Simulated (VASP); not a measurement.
Output of a VASP run:

File OSZICAR:
```
       N       E                     dE             d eps       ncg     rms          rms(c)
DAV:   1     0.638862641445E+02    0.63886E+02   -0.91367E+03  2730   0.129E+03
DAV:   2     0.120642649747E+02   -0.51822E+02   -0.50902E+02  2905   0.268E+02
DAV:   3     0.985673079512E+01   -0.22075E+01   -0.20782E+01  3709   0.331E+01
DAV:   4     0.980290312389E+01   -0.53828E-01   -0.51982E-01  3143   0.479E+00
DAV:   5     0.980126312861E+01   -0.16400E-02   -0.16602E-02  3815   0.644E-01    0.324E+01
DAV:   6     0.151727104536E+02    0.53714E+01   -0.53304E+00  2730   0.262E+01    0.139E+01
DAV:   7     0.174004249782E+02    0.22277E+01   -0.17359E+00  3035   0.127E+01    0.875E-01
DAV:   8     0.170283623328E+02   -0.37206E+00   -0.32240E-01  2785   0.593E+00    0.234E+00
DAV:   9     0.170848056895E+02    0.56443E-01   -0.17446E-01  2735   0.403E+00    0.138E+00
DAV:  10     0.169898923960E+02   -0.94913E-01   -0.39118E-02  2845   0.214E+00    0.846E-01
DAV:  11     0.169900122029E+02    0.11981E-03   -0.36003E-02  2730   0.212E+00    0.420E-01
DAV:  12     0.169867659798E+02   -0.32462E-02   -0.48193E-03  2945   0.749E-01    0.929E-02
DAV:  13     0.169851663792E+02   -0.15996E-02   -0.23427E-03  2785   0.514E-01    0.550E-02
DAV:  14     0.169809526414E+02   -0.42137E-02   -0.92183E-03  2730   0.100E+00    0.758E-02
DAV:  15     0.169807892187E+02   -0.16342E-03   -0.33853E-04  3140   0.194E-01    0.960E-02
DAV:  16     0.169807989449E+02    0.97262E-05   -0.29081E-05  2970   0.548E-02    0.898E-02
DAV:  17     0.169808098905E+02    0.10946E-04   -0.22319E-05  2830   0.443E-02    0.722E-02
DAV:  18     0.169807472229E+02   -0.62668E-04   -0.18775E-04  2740   0.167E-01    0.282E-02
DAV:  19     0.169807324764E+02   -0.14747E-04   -0.24501E-05  2810   0.634E-02    0.202E-02
DAV:  20     0.169807289754E+02   -0.35010E-05   -0.55988E-05  2755   0.711E-02    0.970E-03
DAV:  21     0.169807292797E+02    0.30433E-06   -0.66075E-06  2810   0.301E-02    0.449E-03
DAV:  22     0.169807271354E+02   -0.21443E-05   -0.22008E-06  2830   0.158E-02    0.542E-03
DAV:  23     0.169807281505E+02    0.10151E-05   -0.66386E-07  2895   0.756E-03    0.550E-03
DAV:  24     0.169807278265E+02   -0.32404E-06   -0.51161E-07  2800   0.870E-03    0.138E-03
DAV:  25     0.169807279876E+02    0.16110E-06   -0.27999E-08  1690   0.191E-03    0.868E-04
DAV:  26     0.169807280940E+02    0.10643E-06   -0.12532E-08  1440   0.156E-03    0.151E-04
DAV:  27     0.169807281332E+02    0.39222E-07   -0.28175E-08  1440   0.178E-03
   1 F= 0.16980728E+02 E0= 0.16980728E+02  d E =0.000000E+00
       N       E                     dE             ncg
```

**OUTCAR**
```
------------------------ aborting loop because EDIFF is reached ----------------------------------------
  FORCE on cell =-STRESS in cart. coord.  units (eV):
  Direction    XX          YY          ZZ          XY          YZ          ZX
  --------------------------------------------------------------------------------------
  Total       -0.0572179     -0.0572179      0.0706189      0.0000000      0.0000000      0.0000000
  in kB       -1.4849153     -1.4849149      1.8326969      0.0000000      0.0000000      0.0000000
  external PRESSURE =      -0.3790444 kB  Pullay stress =       0.0000000 kB
  volume of cell :       61.74
      direct lattice vectors                 reciprocal lattice vectors
     1.789894914 -3.100188486  0.000000000     0.279346009 -0.161280516  0.000000000
     1.789894914  3.100188486  0.000000000     0.279346009  0.161280516  0.000000000
     0.000000000  0.000000000  5.562819232     0.000000000  0.000000000  0.179764964
 POSITION                                       TOTAL-FORCE (eV/Angst)
 -----------------------------------------------------------------------------------
      1.78989      1.03340      1.39070        -0.000000     -0.000000      0.000000
      1.78989     -1.03340      4.17211         0.000000      0.000000      0.000000
 -----------------------------------------------------------------------------------
    total drift:                                0.000000      0.000119     -0.000010
  FREE ENERGIE OF THE ION-ELECTRON SYSTEM (eV)
  ---------------------------------------------------
  free  energy   TOTEN  =        16.9807281332 eV

  energy  without entropy=       16.9807281332  energy(sigma->0) =       16.98072813

 total charge

# of ion       s       p       d       tot
------------------------------------------
    1        0.380   6.312   1.213   7.904
    2        0.380   6.312   1.213   7.904
--------------------------------------------------
tot          0.760  12.623   2.426  15.809
```
(Selected blocks of OUTCAR.)

### POSCAR
```
Tb
1
    1.7898949142    -3.1001884858     0.0000000000
    1.7898949142     3.1001884858     0.0000000000
    0.0000000000     0.0000000000     5.5628192316
Tb
2
Direct
  0.3333330000   0.6666670000   0.2500000000
  0.6666670000   0.3333330000   0.7500000000
```

Q: Write an INCAR and KPOINTS that could have produced this output.

A: One answer among several that fit: the input of the run itself, MS2 meta-GGA, plane waves, VASP's PBE PAW potentials (set 64).

INCAR:
```
SYSTEM = Tb
PREC = Accurate
ENCUT = 520
EDIFF = 1E-7
NELM = 100
ALGO = Normal
LREAL = .FALSE.
LASPH = .TRUE.
ISMEAR = -5
METAGGA = MS2
LMIXTAU = .TRUE.
LMAXMIX = 6
LWAVE = .FALSE.
LCHARG = .FALSE.
LORBIT = 11
NEDOS = 601
ISIF = 2
```

File KPOINTS_OPT:
```
k-points along high-symmetry lines
6
Line-mode
Reciprocal
  0.000000   0.000000   0.000000 ! GAMMA
  0.000000   0.500000   0.000000 ! M

  0.000000   0.500000   0.000000 ! M
 -0.333333   0.666667   0.000000 ! K

 -0.333333   0.666667   0.000000 ! K
  0.000000   0.000000   0.000000 ! GAMMA

  0.000000   0.000000   0.000000 ! GAMMA
  0.000000   0.000000   0.500000 ! A

  0.000000   0.000000   0.500000 ! A
  0.000000   0.500000   0.500000 ! L

  0.000000   0.500000   0.500000 ! L
 -0.333333   0.666667   0.500000 ! H

 -0.333333   0.666667   0.500000 ! H
  0.000000   0.000000   0.500000 ! A

  0.000000   0.500000   0.500000 ! L
  0.000000   0.500000   0.000000 ! M

 -0.333333   0.666667   0.500000 ! H
 -0.333333   0.666667   0.000000 ! K
```

**KPOINTS**
```
Automatic mesh
0
Gamma
13 13 8
0 0 0
```

POTCAR, in this order: Tb_3 (PBE.64 set). Program: vasp_std.

The 4f electrons are frozen in the core of the lanthanide potential, so 4f levels, which can set the real gap, and their magnetism are missing. For a metal the tetrahedron method with Blöchl corrections gives inexact stress and forces.

The compound is Tb in the hcp structure. It was relaxed first.
